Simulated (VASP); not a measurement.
A convergence study with VASP on Fe (bcc): a few settings are varied, all else stays as given below, so the limit is that of these other settings. The cell's lengths are 1 % over those of the tabulated start, so it is off equilibrium.

```yaml
crystal:
  lattice:
    - [-1.44935, 1.44935, 1.44935]
    - [1.44935, -1.44935, 1.44935]
    - [1.44935, 1.44935, -1.44935]
  atoms:
    - { symbol: Fe, position: [0.00000, 0.00000, 0.00000], spin: 2.5 }
```

Method: PBE GGA, VASP's PBE PAW potentials (set 64) (plane waves; VASP). The last row used: 900 eV cut-off, 15×15×15 Γ-centred mesh, first-order Methfessel-Paxton smearing of 0.10 eV, potentials Fe_sv.

Energies of different potentials or hybrids have different zeros.

| setting | E (eV/atom) | pressure (GPa) | moment (μB) | plane waves |
|---|---|---|---|---|
| ENCUT = 300, POTCAR Fe | -8.2186 | -11.84 | 2.285 | 152 |
| ENCUT = 400, POTCAR Fe | -8.2107 | -12.03 | 2.287 | 236 |
| ENCUT = 520, POTCAR Fe | -8.2109 | -11.51 | 2.287 | 342 |
| ENCUT = 700, POTCAR Fe | -8.2104 | -11.52 | 2.287 | 533 |
| ENCUT = 900, POTCAR Fe | -8.2104 | -11.51 | 2.287 | 767 |
| ENCUT = 300, POTCAR Fe_pv | -8.2387 | -14.96 | 2.264 | 152 |
| ENCUT = 400, POTCAR Fe_pv | -8.2390 | -13.18 | 2.267 | 236 |
| ENCUT = 520, POTCAR Fe_pv | -8.2389 | -11.77 | 2.268 | 342 |
| ENCUT = 700, POTCAR Fe_pv | -8.2390 | -11.82 | 2.268 | 533 |
| ENCUT = 900, POTCAR Fe_pv | -8.2394 | -11.66 | 2.268 | 767 |
| ENCUT = 300, POTCAR Fe_sv | -6.9412 | -359.07 | 2.191 | 152 |
| ENCUT = 400, POTCAR Fe_sv | -8.3098 | -21.06 | 2.247 | 236 |
| ENCUT = 520, POTCAR Fe_sv | -8.3195 | -15.11 | 2.246 | 342 |
| ENCUT = 700, POTCAR Fe_sv | -8.3245 | -13.25 | 2.245 | 533 |
| ENCUT = 900, POTCAR Fe_sv | -8.3250 | -12.86 | 2.245 | 767 |

Left out are rungs that failed or repeat a setting and relaxations that didn't move; long series are thinned to 24 rows.

The compound is Fe in the bcc structure. The cell was not relaxed at this level. The spin order is the one that the start imposed; others were not tried in this run.
